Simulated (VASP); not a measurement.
Sc3VN4 (ordered alloy cell): computed properties

Calculation: PBEsol GGA, VASP's PBE PAW potentials (set 64) (plane waves; VASP 6.6.1).

```yaml
space_group: Cmmm (65)
cell: a = 6.1814 Å, b = 8.6874 Å, c = 3.0757 Å, α = 90.00°, β = 90.00°, γ = 90.00°
volume_per_atom: 10.32 Å³/atom
band gap (over mesh and band path): none (metal, semimetal or under 0.01 eV)
density: 4.86 g/cm³
```

```
CELL_PARAMETERS angstrom
     -0.01060     4.36027     4.34368
      4.36027    -0.01060     4.34368
      2.17484     2.17484     0.00000
ATOMIC_POSITIONS crystal
  V  0.00000 0.00000 0.00000
  N  0.24241 0.24241 0.51517
  N  0.23714 0.76286 0.50000
  N  0.76286 0.23714 0.50000
  N  0.75759 0.75759 0.48483
  Sc 0.00000 0.50000 0.00000
  Sc 0.50000 0.00000 0.00000
  Sc 0.50000 0.50000 0.00000
```

The structure was generated: Sc3VN4 was put into an ordered model structure (Cmmm), which need not be its known phase. It was relaxed first. Symmetry was kept, so distortions that lower it aren't found. The run is not spin-polarised, so no magnetic state was tried.
